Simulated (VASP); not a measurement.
VASP input:

### INCAR
```
GGA = PS   # PBEsol
LASPH = .TRUE.   # aspherical one-centre terms
ALGO = Normal
LCHARG = .FALSE.
NSW = 30
SYSTEM = ZrS2
IBRION = 1   # quasi-Newton
SIGMA = 0.05   # width (eV)
EDIFFG = -0.001
NELM = 100
LREAL = .FALSE.   # projection in real space or not
LMAXMIX = 4
ENCUT = 400   # plane-wave cut-off (eV)
ISIF = 2   # forces and stress, cell fixed
EDIFF = 1E-8   # SCF stop (eV)
ISMEAR = 0
PREC = Accurate
LWAVE = .FALSE.
```

File KPOINTS:
```
Automatic mesh
0
Gamma
6 6 4
0 0 0
```

**POSCAR**
```
ZrS2
1.0
  1.8148408038  -3.1433965014   0.0000000000
  1.8148408038   3.1433965014   0.0000000000
  0.0000000000   0.0000000000   5.8256052201
Zr S
1 2
Cartesian
  0.0000000000   0.0000000000   0.0000000000
  1.8148408038   1.0478009294   1.4534388811
  1.8148408038  -1.0478009294   4.3721663390
```

POTCAR, in this order: Zr_sv S (PBE.64 set). Program: vasp_std.

Question: Translate this PBEsol calculation to Quantum ESPRESSO's pw.x.

Answer: One equivalent input (not run):
```
&CONTROL
  calculation = 'relax'
  pseudo_dir = './pseudo'
  outdir = './out'
  tprnfor = .true.
  tstress = .true.
  nstep = 30
  forc_conv_thr = 3.9e-05
/
&SYSTEM
  ibrav = 0
  nat = 3
  ntyp = 2
  ecutwfc = 66
  occupations = 'smearing'
  smearing = 'gaussian'
  degauss = 0.003675
  input_dft = 'pbesol'
/
&ELECTRONS
  conv_thr = 7.3e-10
  electron_maxstep = 100
/
&IONS
/
ATOMIC_SPECIES
  Zr 91.224 Zr.upf
  S 32.060 S.upf
CELL_PARAMETERS angstrom
     1.8148408   -3.1433965    0.0000000
     1.8148408    3.1433965   -0.0000000
    -0.0000000    0.0000000    5.8256052
ATOMIC_POSITIONS crystal
  Zr   0.0000000  0.0000000  0.0000000
  S    0.3333330  0.6666670  0.2494915
  S    0.6666670  0.3333330  0.7505085
K_POINTS automatic
  6 6 4 0 0 0
```
The two are equivalent in intent, not identical: the potentials are each code's own (VASP's PAW set, PseudoDojo norm-conserving files in pw.x), so ENCUT and ecutwfc are chosen apart and not converted; conv_thr bounds pw.x's estimated SCF error, while EDIFF bounds the energy change between steps; forc_conv_thr acts on force components and is met together with etot_conv_thr.

The compound is ZrS2 in the 1T layered structure. This run relaxes the ions in a fixed cell. Symmetry was kept, so distortions that lower it aren't found. The start is the result of an earlier pass.
